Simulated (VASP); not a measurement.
Data:

```yaml
crystal:
  lattice:
    - [0.00000, 2.72382, 2.72382]
    - [2.72382, 0.00000, 2.72382]
    - [2.72382, 2.72382, 0.00000]
  atoms:
    - { symbol: Mg, position: [0.00000, 0.00000, 0.00000] }
    - { symbol: Se, position: [0.50000, 0.50000, 0.50000] }
```

All values below come from PBEsol GGA, VASP's PBE PAW potentials (set 64) (plane waves; VASP 6.6.1). Numerical set-up: 500 eV cut-off, 8×8×8 Γ-centred mesh, Gaussian smearing of 0.050 eV, potentials Mg Se.

Q: Predict the energy per atom (σ→0), band gap (on the k-mesh) with the smallest direct gap where there is one.

A: 
The band gap (on the k-mesh) comes out as 1.76 eV and the smallest direct gap (on the k-mesh) is 2.51 eV. The energy per atom (σ→0) is -4.053 eV/atom.

Only differences to runs with the same potentials and settings are physical.

The compound is MgSe in the rock salt structure. It was relaxed first.
